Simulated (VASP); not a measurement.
Energy against volume of CdF₂ (fluorite). Level of theory: optB86b-vdW, VASP's PBE PAW potentials (set 64) (plane waves; VASP).

```
V (Å³/atom)  E (eV/atom)
-----------  -----------
12.543          -1.31876
12.944          -1.33348
13.344          -1.33873
13.744          -1.33611
14.145          -1.32681
```

### Question
Fit a third-order Birch-Murnaghan equation of state.

### Answer

```yaml
volume_per_atom: 13.40 Å^3/atom
bulk_modulus: 103 GPa
pressure_derivative_of_the_bulk_modulus: 4.87
lattice_constant_a: 5.438 Å
```

The compound is CdF2 in the fluorite structure. It was relaxed first.
